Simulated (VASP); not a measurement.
# SiB (Pnma) in VASP: single point with r2SCAN

Aim: the single point of SiB with r2SCAN.

All numbers are computed with VASP 6.6.1; they aren't measurements. Logs are shortened: lines on timing, memory, paths and dates and some standing lists are left out, and cuts for length are marked.

### 1 The structure

The structure is orthorhombic, space group Pnma (No. 62). The conventional cell has a = 5.240 Å, b = 2.977 Å, c = 5.670 Å, α = 90.00°, β = 90.00°, γ = 90.00°. Si (site symmetry m) has 4 B at 2.05 to 2.19 Å as nearest neighbours. B (site symmetry m) has 2 B at 1.77 Å as nearest neighbours.

The cell was built by a generator and needn't be a form met in nature.

### 2 Single point, r2SCAN

INCAR reads:

```
ALGO = Normal
EDIFF = 1E-6
ENCUT = 520
ISIF = 2
ISMEAR = 0
KPAR = 4
LASPH = T
LCHARG = F
LMIXTAU = T
LREAL = F
LWAVE = F
METAGGA = R2SCAN
NBANDS = 24
NELM = 150
PREC = Accurate
SIGMA = 0.1
```

KPOINTS reads:

```
k-points
0
Gamma
  6 10 8
```

POSCAR reads:

```
SiB
1.0
    5.2403000000      0.0000000000      0.0000000000
    0.0000000000      2.9766800000      0.0000000000
    0.0000000000      0.0000000000      5.6696000000
Si B
4 4
Direct
    0.8313440000      0.7500000000      0.0942220000
    0.1686560000      0.2500000000      0.9057780000
    0.6686560000      0.2500000000      0.5942220000
    0.3313440000      0.7500000000      0.4057780000
    0.9303300000      0.7500000000      0.4444810000
    0.0696700000      0.2500000000      0.5555190000
    0.4303300000      0.7500000000      0.0555190000
    0.5696700000      0.2500000000      0.9444810000
```

Potentials or basis: VASP PAW PBE potentials, release 64 (Si, B).

Launch:

```sh
cat potpaw_PBE.64/Si/POTCAR potpaw_PBE.64/B/POTCAR > POTCAR
mpirun -np 4 vasp_std > vasp.out
```

OUTCAR:

```text
EDIFF = 1E-6
   ENCUT = 520
   ISIF = 2
   ISMEAR = 0
   LASPH = T
   LREAL = F
   METAGGA = R2SCAN
   NELM = 150
   PREC = Accurate

 ion  position               nearest neighbor table
   1  0.831  0.750  0.094-   5 2.05   7 2.11   8 2.19   8 2.19   2 2.55   2 2.55
   2  0.169  0.250  0.906-   6 2.05   8 2.11   7 2.19   7 2.19   1 2.55   1 2.55
   3  0.669  0.250  0.594-   8 2.05   6 2.11   5 2.19   5 2.19   4 2.55   4 2.55
   4  0.331  0.750  0.406-   7 2.05   5 2.11   6 2.19   6 2.19   3 2.55   3 2.55
   5  0.930  0.750  0.444-   6 1.77   6 1.77   1 2.05   4 2.11   3 2.19   3 2.19
   6  0.070  0.250  0.556-   5 1.77   5 1.77   2 2.05   3 2.11   4 2.19   4 2.19
   7  0.430  0.750  0.056-   8 1.77   8 1.77   4 2.05   1 2.11   2 2.19   2 2.19
   8  0.570  0.250  0.944-   7 1.77   7 1.77   3 2.05   2 2.11   1 2.19   1 2.19

  LATTYP: Found a simple orthorhombic cell.
 ALAT       =     2.9766800000
 B/A-ratio  =     1.7604512410
 C/A-ratio  =     1.9046723195

  Lattice vectors:

 A1 = (   0.0000000000,  -2.9766800000,   0.0000000000)
 A2 = (   5.2403000000,   0.0000000000,   0.0000000000)
 A3 = (   0.0000000000,   0.0000000000,   5.6696000000)

Analysis of symmetry for initial positions (statically):
=====================================================================
 Subroutine PRICEL returns:
 Original cell was already a primitive cell.

 Routine SETGRP: Setting up the symmetry group for a
 simple orthorhombic supercell.

 Subroutine GETGRP returns: Found  8 space group operations
 (whereof  2 operations were pure point group operations)
 out of a pool of  8 trial point group operations.

The static configuration has the point symmetry S_2 .
 The point group associated with its full space group is D_2h.

Analysis of symmetry for dynamics (positions and initial velocities):
=====================================================================
 Subroutine PRICEL returns:
 Original cell was already a primitive cell.

 Routine SETGRP: Setting up the symmetry group for a
 simple orthorhombic supercell.

 Subroutine GETGRP returns: Found  8 space group operations
 (whereof  2 operations were pure point group operations)
 out of a pool of  8 trial point group operations.

The dynamic configuration has the point symmetry S_2 .
 The point group associated with its full space group is D_2h.

 Subroutine INISYM returns: Found  8 space group operations
 (whereof  2 operations are pure point group operations),
 and found     1 'primitive' translations

----------------------------------------------------------------------------------------

                                     Primitive cell

  volume of cell :      88.4384

  direct lattice vectors                    reciprocal lattice vectors
     5.240300000  0.000000000  0.000000000     0.190828769  0.000000000  0.000000000
     0.000000000  2.976680000  0.000000000     0.000000000  0.335944744  0.000000000
     0.000000000  0.000000000  5.669600000     0.000000000  0.000000000  0.176379286

  length of vectors
     5.240300000  2.976680000  5.669600000     0.190828769  0.335944744  0.176379286

  position of ions in fractional coordinates (direct lattice)
     0.831344000  0.750000000  0.094222000
     0.168656000  0.250000000  0.905778000
     0.668656000  0.250000000  0.594222000
     0.331344000  0.750000000  0.405778000
     0.930330000  0.750000000  0.444481000
     0.069670000  0.250000000  0.555519000
     0.430330000  0.750000000  0.055519000
     0.569670000  0.250000000  0.944481000

  ion indices of the primitive-cell ions
   primitive index   ion index
                 1           1
                 2           2
                 3           3
                 4           4
                 5           5
                 6           6
                 7           7
                 8           8

----------------------------------------------------------------------------------------

 KPOINTS: k-points

Automatic generation of k-mesh.
 Grid dimensions read from file:
 generate k-points for:    6   10    8

 Generating k-lattice:

  Cartesian coordinates                     Fractional coordinates (reciprocal lattice)
     0.031804795  0.000000000  0.000000000     0.166666667  0.000000000  0.000000000
     0.000000000  0.033594474  0.000000000     0.000000000  0.100000000  0.000000000
     0.000000000  0.000000000  0.022047411     0.000000000  0.000000000  0.125000000

  Length of vectors
     0.031804795  0.033594474  0.022047411

  Shift w.r.t. Gamma in fractional coordinates (k-lattice)
     0.000000000  0.000000000  0.000000000

 Subroutine IBZKPT returns following result:
 ===========================================

 Found    120 irreducible k-points:

 Following reciprocal coordinates:
            Coordinates               Weight
  0.000000  0.000000  0.000000      1.000000
  0.166667  0.000000  0.000000      2.000000
  0.333333  0.000000  0.000000      2.000000
  0.500000  0.000000  0.000000      1.000000
  0.000000  0.100000  0.000000      2.000000
  0.166667  0.100000  0.000000      4.000000
[... 16 lines left out ...]
  0.333333  0.500000  0.000000      2.000000
  0.500000  0.500000  0.000000      1.000000
 [... further k-points ...]
   k-points           NKPTS =    120   k-points in BZ     NKDIM =    120   number of bands    NBANDS=     24
   number of dos      NEDOS =    301   number of ions     NIONS =      8
   total plane-waves  NPLWV =  40320
   dimension x,y,z NGX =    40 NGY =   24 NGZ =   42
   dimension x,y,z NGXF=    80 NGYF=   48 NGZF=   84
   ions per type =               4   4
   NGX,Y,Z   is equivalent  to a cutoff of  12.69, 13.40, 12.32 a.u.
   NGXF,Y,Z  is equivalent  to a cutoff of  25.38, 26.81, 24.63 a.u.
 SYSTEM =  unknown system
   PREC   = accura    normal or accurate (medium, high low for compatibility)
   ISTART =      0    job   : 0-new  1-cont  2-samecut
   ICHARG =      2    charge: 1-file 2-atom 10-const
   ISPIN  =      1    spin polarized calculation?
   LNONCOLLINEAR =      F non collinear calculations
   LSORBIT =      F    spin-orbit coupling
   LASPH  =      T    aspherical Exc in radial PAW
   ENCUT  =  520.0 eV  38.22 Ry    6.18 a.u.   9.74  5.53 10.54*2*pi/ulx,y,z
   NELM   =    150;   NELMIN=  2; NELMDL= -5     # of ELM steps
   EDIFF  = 0.1E-05   stopping-criterion for ELM
   LREAL  =      F    real-space projection
[... 7 lines left out ...]
   TEBEG  =    0.0;   TEEND  =   0.0 temperature during run
   PSTRESS=    0.0 pullay stress
   NELECT =      28.0000    total number of electrons
   NUPDOWN=      -1.0000    fix difference up-down
   EMIN   =  10.00;   EMAX   =-10.00  energy-range for DOS
   EFERMI =   0.00;   METHOD = LEGACY
   ISMEAR =     0;   SIGMA  =   0.10  broadening in eV -4-tet -1-fermi 0-gaus
   EFERMI_NEDOS =   21; number of points for ismear=-14 and -15
   IALGO  =     38    algorithm
   IMIX   =      4    mixing-type and parameters
     AMIX     =   0.40;   BMIX     =  1.00
     AMIX_MAG =   1.60;   BMIX_MAG =  1.00
  volume/ion in A,a.u.               =      11.05        74.60
  Fermi-wavevector in a.u.,A,eV,Ry     =   1.115785  2.108528 16.938936  1.244977
  Thomas-Fermi vector in A             =   2.252393
   LORBIT       =      0    0 simple, 1 ext, 2 COOP (PROOUT), +10 PAW based schemes
   METAGGA = R2SCAN    functional components
   LHFCALC =     F    Hartree Fock is set to
   AEXX    =    0.0000 exact exchange contribution
   IVDW    =     0    specifies the selected vdW correction
   LEPSILON=     F    determine dielectric tensor
   LRPA    =     F    only Hartree local field effects (RPA)
 non-spin polarized calculation
 Gauss-broadening in eV      SIGMA  =   0.10
  energy-cutoff  :      520.00
  volume of cell :       88.44
 maximum number of plane-waves:      2416
 NGX is ok and might be reduce to    40
   NGX = 19   NGY = 11   NGZ = 21

 number of electron      28.0000001 magnetization

 Free energy of the ion-electron system (eV)
  ---------------------------------------------------
  ext. energy  EPLUGINS =         0.00000000
  ---------------------------------------------------
  free energy    TOTEN  =       -61.56517754 eV

  energy without entropy =      -61.55712499  energy(sigma->0) =      -61.56115127

 E-fermi :   8.6517     XC(G=0): -11.8081

 val. band max:        8.6500537953   @ k =   0.1667   0.2000   0.3750
 cond. band min:       8.6804391852   @ k =   0.5000   0.3000   0.3750
 fundamental gap:      0.0303853899
 Fermi energy:         8.6517424680

 k-point     1 :       0.0000    0.0000    0.0000
  band No.  band energies     occupation
      1      -7.1136      2.00000
      2      -4.3922      2.00000
      3      -1.9694      2.00000
      4      -1.3611      2.00000
      5      -1.1989      2.00000
      6       1.0472      2.00000
[... 16 lines left out ...]
     23      15.0951      0.00000
     24      15.4585      0.00000

 k-point     2 :       0.1667    0.0000    0.0000
  band No.  band energies     occupation
      1      -6.9764      2.00000
      2      -4.4990      2.00000
      3      -2.8337      2.00000
      4      -1.3146      2.00000
      5      -0.1921      2.00000
      6       0.1358      2.00000
[... 16 lines left out ...]
     23      15.2159      0.00000
     24      15.7333      0.00000

 k-point     3 :       0.3333    0.0000    0.0000
  band No.  band energies     occupation
      1      -6.5695      2.00000
      2      -5.0987      2.00000
      3      -3.0455      2.00000
      4      -1.7494      2.00000
      5      -0.5126      2.00000
      6       0.9284      2.00000
[... 16 lines left out ...]
     23      15.5108      0.00000
     24      15.6002      0.00000

 k-point     4 :       0.5000    0.0000    0.0000
  band No.  band energies     occupation
      1      -5.9144      2.00000
      2      -5.9144      2.00000
      3      -2.5466      2.00000
      4      -2.5466      2.00000
      5       0.0736      2.00000
      6       0.0736      2.00000
[... 16 lines left out ...]
     23      15.8260      0.00000
     24      15.8265      0.00000

 k-point     5 :       0.0000    0.1000    0.0000
  band No.  band energies     occupation
      1      -6.9591      2.00000
      2      -4.2529      2.00000
      3      -1.8136      2.00000
      4      -1.2260      2.00000
      5      -1.0381      2.00000
      6       1.1881      2.00000
[... 16 lines left out ...]
     23      14.7589      0.00000
     24      14.9428      0.00000

 k-point     6 :       0.1667    0.1000    0.0000
  band No.  band energies     occupation
      1      -6.8223      2.00000
      2      -4.3603      2.00000
      3      -2.6709      2.00000
      4      -1.1775      2.00000
      5      -0.0496      2.00000
      6       0.2881      2.00000
[... 16 lines left out ...]
     23      15.4217      0.00000
     24      15.4953      0.00000
[... 379 lines left out ...]
 k-point    21 :       0.0000    0.5000    0.0000
  band No.  band energies     occupation
      1      -3.3644      2.00000
      2      -3.3644      2.00000
      3      -1.0327      2.00000
      4      -1.0327      2.00000
      5       1.9678      2.00000
      6       1.9678      2.00000
[... 16 lines left out ...]
     23      16.1199      0.00000
     24      16.1199      0.00000

 k-point    22 :       0.1667    0.5000    0.0000
  band No.  band energies     occupation
      1      -3.2378      2.00000
      2      -3.2378      2.00000
      3      -1.1523      2.00000
      4      -1.1523      2.00000
      5       1.2427      2.00000
      6       1.2427      2.00000
[... 16 lines left out ...]
     23      15.7934      0.00000
     24      15.7934      0.00000

 k-point    23 :       0.3333    0.5000    0.0000
  band No.  band energies     occupation
      1      -2.8669      2.00000
      2      -2.8669      2.00000
      3      -1.6202      2.00000
      4      -1.6202      2.00000
      5       0.9663      2.00000
      6       0.9663      2.00000
[... 16 lines left out ...]
     23      14.8386      0.00000
     24      14.8386      0.00000

 k-point    24 :       0.5000    0.5000    0.0000
  band No.  band energies     occupation
      1      -2.2884      2.00000
      2      -2.2884      2.00000
      3      -2.2884      2.00000
      4      -2.2884      2.00000
      5       1.3364      2.00000
      6       1.3364      2.00000
[... 16 lines left out ...]
     23      13.9912      0.00000
     24      13.9912      0.00000

 [... further k-points ...]
[... 5 lines left out ...]
  --------------------------------------------------------------------------------------
  -------------------------------------------------------------------------------------
  Total       -1.3259898     -0.5371037     -0.2257260      0.0000000      0.0000000      0.0000000
  in kB      -24.0220491     -9.7303400     -4.0893237      0.0000000      0.0000000      0.0000000
  external PRESSURE =     -12.6139043 kB  Pullay stress =       0.0000000 kB

 VOLUME and BASIS-vectors are now :
 -----------------------------------------------------------------------------
  energy-cutoff  :      520.00
  volume of cell :       88.44
      direct lattice vectors                 reciprocal lattice vectors
     5.240300000  0.000000000  0.000000000     0.190828769  0.000000000  0.000000000
     0.000000000  2.976680000  0.000000000     0.000000000  0.335944744  0.000000000
     0.000000000  0.000000000  5.669600000     0.000000000  0.000000000  0.176379286

 POSITION                                       TOTAL-FORCE (eV/Angst)
 -----------------------------------------------------------------------------------
      4.35649      2.23251      0.53420        -0.005725     -0.000000     -0.022755
      0.88381      0.74417      5.13540         0.005725      0.000000      0.022755
      3.50396      0.74417      3.36900         0.005725     -0.000000     -0.022755
      1.73634      2.23251      2.30060        -0.005725      0.000000      0.022755
      4.87521      2.23251      2.52003        -0.012959      0.000000     -0.115428
      0.36509      0.74417      3.14957         0.012959     -0.000000      0.115428
      2.25506      2.23251      0.31477        -0.012959     -0.000000      0.115428
      2.98524      0.74417      5.35483         0.012959      0.000000     -0.115428
 -----------------------------------------------------------------------------------
    total drift:                               -0.000000      0.000000     -0.000000

  FREE ENERGIE OF THE ION-ELECTRON SYSTEM (eV)
  ---------------------------------------------------
  free  energy   TOTEN  =       -61.5651775435 eV

  energy  without entropy=      -61.5571249920  energy(sigma->0) =      -61.56115127
```

It took 10 min on 4 MPI ranks of AMD EPYC 7R43 (Zen 3), shared host; peak memory 0.3 GiB.

Results:

| Property | Result |
| --- | --- |
| Free energy | -61.5652 eV |
| Pressure | -1.3 GPa |
| Largest force | 0.116 eV/Å |
| Band gap on the k mesh | none (metal or under the smearing width) |

Forces on the atoms (eV/Å):
```
Si  -0.006  0.000 -0.023
Si   0.006  0.000  0.023
Si   0.006  0.000 -0.023
Si  -0.006  0.000  0.023
B   -0.013  0.000 -0.115
B    0.013  0.000  0.115
B   -0.013  0.000  0.115
B    0.013  0.000 -0.115
```

Stress tensor (GPa, compression positive):
```
-2.40  0.00  0.00
 0.00 -0.97  0.00
 0.00  0.00 -0.41
```

Levels at points of the mesh, in eV from the Fermi level:
| k point | band 12 | band 13 | band 14 | band 15 | band 16 | band 17 |
| --- | --- | --- | --- | --- | --- | --- |
| (0.00, 0.00, 0.00) | -0.34 | 2.86 | 3.13 | 3.18 | 4.31 | 4.45 |
| (0.50, 0.00, 0.00) | -1.92 | 0.25 | 0.25 | 3.13 | 3.13 | 3.47 |
| (0.00, 0.50, 0.00) | -4.84 | -2.44 | -2.44 | -1.54 | -1.54 | 0.83 |
| (0.50, 0.50, 0.00) | -4.59 | -0.85 | -0.85 | -0.85 | -0.85 | 3.54 |
| (0.00, 0.00, 0.50) | -2.60 | 1.66 | 1.66 | 3.68 | 3.68 | 4.11 |
| (0.50, 0.00, 0.50) | -2.49 | -1.81 | -1.81 | 2.60 | 2.60 | 4.52 |
| (0.00, 0.50, 0.50) | -4.58 | -2.55 | -2.55 | -0.07 | -0.07 | 2.19 |
| (0.50, 0.50, 0.50) | -2.94 | -0.40 | -0.40 | -0.40 | -0.40 | 2.38 |

Caveat: the PAW data sets were made with another functional, which shifts forces and pressure a little.
